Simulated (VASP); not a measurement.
# Ge: band structure with HSE06

**The experiment to reproduce.**

From “Electronic and optical properties of SixGe1-x-ySny alloys lattice-matched to Ge”, 2021, arxiv:2109.02782, for a bulk crystal of Ge at 300 K: band gap 0.807 eV (direct).

Ge:

```xyz
2
Lattice="0.0000 2.8370 2.8370 2.8370 0.0000 2.8370 2.8370 2.8370 0.0000" Properties=species:S:1:pos:R:3 pbc="T T T"
Ge    0.0000    0.0000    0.0000
Ge    1.4185    1.4185    1.4185
```

```yaml
Program: VASP 6.6.1
Task: band structure
Functional: HSE06
Potentials_or_basis: VASP PAW PBE potentials, release 64 (Ge_d)
Cutoff: 520 eV
k_mesh: 6 × 6 × 6
Occupations: gaussian, width 0.03 eV
Spin: no spin polarisation
Grid_for_exact_exchange_PRECFOCK: Fast
Screening_parameter: 0.2 1/A
Further_INCAR_settings: ALGO = Normal; EDIFF = 1e-07; NBANDS = 21
```

* Pressure: 0.3 GPa
* Band gap on the k mesh: 0.80 eV, indirect (least direct gap 0.81 eV)
* Band gap along the path: 0.80 eV, indirect (least direct gap 0.81 eV)

Levels at points of the mesh, in eV from the valence-band top:
```
           k point  band 10  band 11  band 12  band 13  band 14  band 15  band 16  band 17  band 18  band 19
(0.00, 0.00, 0.00)   -27.70   -13.99     0.00     0.00     0.00     0.81     3.23     3.23     3.23     7.21
(0.50, 0.00, 0.00)   -27.68   -11.68    -8.27    -1.51    -1.51     0.80     4.47     4.47     7.93    11.56
(0.50, 0.50, 0.00)   -27.66    -9.68    -9.68    -3.33    -3.33     1.29     1.29    10.75    10.75    12.79
```

Run time: 40 min on 2 MPI ranks on Intel(R) Xeon(R) Platinum 8488C (Sapphire Rapids) (shared host), peak memory 0.28 GiB a rank.

Against the measured gap of Ge, 0.807 eV (direct; 300 K; “Electronic and optical properties of SixGe1-x-ySny alloys lattice-matched to Ge”, 2021, arxiv:2109.02782), the calculated 0.80 eV is off by -0.01 eV. 3 values of this kind are on record (0.666 to 0.807 eV); this one was drawn at random among those near their median. Spin-orbit coupling on Ge is left out. The value is that of HSE06, without temperature or zero-point motion.

Caveat: the PAW data sets were made with another functional, which shifts forces and pressure a little.
